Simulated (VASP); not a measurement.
OSZICAR of a VASP run on ZrC (rock salt):

**OSZICAR**
```
       N       E                     dE             d eps       ncg     rms          rms(c)
DAV:   1     0.107779955416E+03    0.10778E+03   -0.89659E+03  2896   0.134E+03
DAV:   2    -0.191439054321E+02   -0.12692E+03   -0.11955E+03  3380   0.340E+02
DAV:   3    -0.244932326453E+02   -0.53493E+01   -0.52308E+01  4164   0.628E+01
DAV:   4    -0.247081750588E+02   -0.21494E+00   -0.21484E+00  3772   0.116E+01
DAV:   5    -0.247134027541E+02   -0.52277E-02   -0.52274E-02  4092   0.156E+00    0.229E+01
DAV:   6    -0.214585972005E+02    0.32548E+01   -0.16258E+01  3260   0.284E+01    0.899E+00
DAV:   7    -0.213005720221E+02    0.15803E+00   -0.77329E-01  3336   0.730E+00    0.664E+00
DAV:   8    -0.212829277733E+02    0.17644E-01   -0.15409E-01  3072   0.326E+00    0.165E+00
DAV:   9    -0.212778441491E+02    0.50836E-02   -0.34054E-02  3392   0.118E+00    0.473E-01
DAV:  10    -0.212778909183E+02   -0.46769E-04   -0.19411E-03  3420   0.548E-01    0.360E-01
DAV:  11    -0.212776651362E+02    0.22578E-03   -0.69981E-04  3148   0.204E-01    0.176E-02
DAV:  12    -0.212776630636E+02    0.20726E-05   -0.11146E-05  4040   0.361E-02    0.979E-03
DAV:  13    -0.212776633405E+02   -0.27689E-06   -0.37053E-07  3388   0.546E-03    0.138E-03
DAV:  14    -0.212776633775E+02   -0.36957E-07   -0.14849E-08  1784   0.102E-03
   1 F= -.21277663E+02 E0= -.21277663E+02  d E =0.000000E+00
```

Q: Which electronic solver shows in the log?

A: It is blocked Davidson (ALGO = Normal, or the opening steps of other solvers). The INCAR had ALGO = Normal.

Q: Can the final energy be trusted as converged?

A: The calculation finished and met its thresholds. It stopped with EDIFF = 1E-7, NELM = 100 (LDA (Ceperley-Alder, Perdew-Zunger), plane waves, VASP's LDA PAW potentials (set 64)).

The compound is ZrC in the rock salt structure. It was relaxed first.
